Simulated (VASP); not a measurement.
```
CELL_PARAMETERS angstrom
      1.56392    -2.70879     0.00000
      1.56392     2.70879     0.00000
      0.00000     0.00000     5.06254
ATOMIC_POSITIONS crystal
  Mg 0.33333 0.66667 0.25000
  Mg 0.66667 0.33333 0.75000
```

Computed with LDA (Ceperley-Alder, Perdew-Zunger), VASP's LDA PAW potentials (set 64) (plane waves; VASP 6.6.1). Numerical set-up: 500 eV cut-off, 13×13×7 Γ-centred mesh, first-order Methfessel-Paxton smearing of 0.10 eV, potentials Mg.

Energy and stress use the plane-wave basis of the starting cell.

### Question
The ions, cell shape and volume at an external pressure of 5.0 GPa are relaxed. What does this cell relax into?

### Answer

```
CELL_PARAMETERS angstrom
      1.51147    -2.61794     0.00000
      1.51147     2.61794     0.00000
      0.00000     0.00000     4.90196
ATOMIC_POSITIONS crystal
  Mg 0.33333 0.66667 0.25000
  Mg 0.66667 0.33333 0.75000
```
Space group P6_3/mmc (194), at a tolerance of 0.03 Å.

### Question
How do energy and volume change from the first to the last step?

### Answer
The energy (σ→0) changes by +28.9 meV/atom and the volume by -9.6 %, in 4 ionic steps.

The compound is Mg in the hcp structure. This run relaxes it under an external pressure of 5 GPa. Symmetry was kept, so distortions that lower it aren't found.
